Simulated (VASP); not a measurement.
Here is the system:

```yaml
crystal:
  lattice:
    - [1.13293, -1.96229, 0.00000]
    - [1.13293, 1.96229, 0.00000]
    - [0.00000, 0.00000, 3.56162]
  atoms:
    - { symbol: Be, position: [0.33333, 0.66667, 0.25000] }
    - { symbol: Be, position: [0.66667, 0.33333, 0.75000] }
```

Level of theory: r2SCAN+rVV10, VASP's PBE PAW potentials (set 64) (plane waves; VASP). Numerical set-up: 520 eV cut-off, 17×17×9 Γ-centred mesh, first-order Methfessel-Paxton smearing of 0.10 eV, potentials Be.

Predict the energy per atom (σ→0), band gap (on the k-mesh) with the smallest direct gap where there is one.

```
Item                                                         Value
------------------------  ----------------------------------------
band gap (on the k-mesh)  none (metal, semimetal or under 0.01 eV)
energy per atom (σ→0)                               -4.338 eV/atom
```

Only differences to runs with the same potentials and settings are physical.

The compound is Be in the hcp structure. It was relaxed first. The start is the result of an earlier pass.
